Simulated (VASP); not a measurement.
Output of a VASP run:

File OSZICAR:
```
       N       E                     dE             d eps       ncg     rms          rms(c)
DAV:   1     0.131997833951E+03    0.13200E+03   -0.13862E+04  1704   0.155E+03
DAV:   2    -0.283661329514E+01   -0.13483E+03   -0.13201E+03  1614   0.976E+02
DAV:   3    -0.149253155574E+02   -0.12089E+02   -0.11287E+02  1518   0.180E+02
DAV:   4    -0.172818353968E+02   -0.23565E+01   -0.21965E+01  1616   0.423E+01
DAV:   5    -0.176302735200E+02   -0.34844E+00   -0.33758E+00  1624   0.937E+00    0.356E+01
DAV:   6    -0.176767144950E+02   -0.46441E-01   -0.58289E-01  1472   0.547E+00    0.209E+01
DAV:   7    -0.177113329439E+02   -0.34618E-01   -0.22350E-01  1472   0.663E+00    0.678E-01
DAV:   8    -0.177153352873E+02   -0.40023E-02   -0.47652E-02  1520   0.204E+00    0.317E-01
DAV:   9    -0.177161085359E+02   -0.77325E-03   -0.10564E-02  1480   0.742E-01    0.250E-01
DAV:  10    -0.177163785874E+02   -0.27005E-03   -0.29182E-03  1608   0.295E-01    0.277E-02
DAV:  11    -0.177164622815E+02   -0.83694E-04   -0.86288E-04  1560   0.102E-01    0.671E-03
DAV:  12    -0.177164894489E+02   -0.27167E-04   -0.27490E-04  1104   0.440E-02    0.733E-03
DAV:  13    -0.177164977574E+02   -0.83085E-05   -0.88550E-05   848   0.341E-02    0.467E-03
DAV:  14    -0.177165004082E+02   -0.26508E-05   -0.27594E-05   800   0.206E-02    0.250E-03
DAV:  15    -0.177165013416E+02   -0.93339E-06   -0.88081E-06   800   0.233E-02
   1 F= -.17716501E+02 E0= -.17701557E+02  d E =-.298881E-01
```

OUTCAR:
```
------------------------ aborting loop because EDIFF is reached ----------------------------------------
  FORCE on cell =-STRESS in cart. coord.  units (eV):
  Direction    XX          YY          ZZ          XY          YZ          ZX
  --------------------------------------------------------------------------------------
  Total        1.2823462      1.2823457      1.4736850     -0.0000002      0.0000000      0.0000000
  in kB       18.3595417     18.3595346     21.0989677     -0.0000031      0.0000000      0.0000000
  external PRESSURE =      19.2726813 kB  Pullay stress =       0.0000000 kB
  volume of cell :      111.91
      direct lattice vectors                 reciprocal lattice vectors
     3.424533000  0.000000000  0.000000000     0.292010619  0.168592491  0.000000000
    -1.712267000  2.965732000  0.000000000     0.000000000  0.337184884  0.000000000
     0.000000000  0.000000000 11.018457000     0.000000000  0.000000000  0.090756809
 POSITION                                       TOTAL-FORCE (eV/Angst)
 -----------------------------------------------------------------------------------
      0.00000      0.00000      0.00000         0.000000     -0.000000     -0.000000
      0.00000      0.00000      5.50923         0.000000     -0.000000     -0.000000
     -0.00000      1.97716      2.75461        -0.000000      0.000000      0.000000
      1.71227      0.98858      8.26384        -0.000000     -0.000000     -0.000000
 -----------------------------------------------------------------------------------
    total drift:                                0.000000     -0.000000      0.000000
  FREE ENERGIE OF THE ION-ELECTRON SYSTEM (eV)
  ---------------------------------------------------
  free  energy   TOTEN  =       -17.7165013416 eV

  energy  without entropy=      -17.6866132293  energy(sigma->0) =      -17.70155729
```
(Selected blocks of OUTCAR.)

POSCAR:
```
Lu
1
    3.4245330000     0.0000000000     0.0000000000
   -1.7122670000     2.9657320000     0.0000000000
    0.0000000000     0.0000000000    11.0184570000
Lu
4
Direct
  0.0000000000   0.0000000000   0.0000000000
  0.0000000000   0.0000000000   0.5000000000
  0.3333330000   0.6666670000   0.2500000000
  0.6666670000   0.3333330000   0.7500000000
```

**Question.** Reconstruct the remaining input files.

**Answer.** One answer among several that fit: the input of the run itself, PBE GGA, plane waves, VASP's PBE PAW potentials (set 64).

KPOINTS:
```
Regular mesh
0
gamma
  8 8 2
0 0 0
```

### INCAR
```
# general
SYSTEM   =  Lu
PREC     =  Accurate
ENCUT    =  300
LREAL    =  .FALSE.
LASPH    =  .TRUE.

# electronic loop
EDIFF    =  1E-6
NELM     =  100
ALGO     =  Normal
LMAXMIX  =  6

# smearing
ISMEAR   =  0
SIGMA    =  0.1

# functional
GGA      =  PE

# ions
ISIF     =  2

# output
LWAVE    =  .FALSE.
LCHARG   =  .FALSE.
```

POTCAR, in this order: Lu_3 (PBE.64 set). Program: vasp_std.

At this cut-off the stress carries a Pulay error, which pulls relaxed volumes low.

The structure was generated: Lu was put into an ordered model structure, which need not be its known phase. The cell was not relaxed at this level.
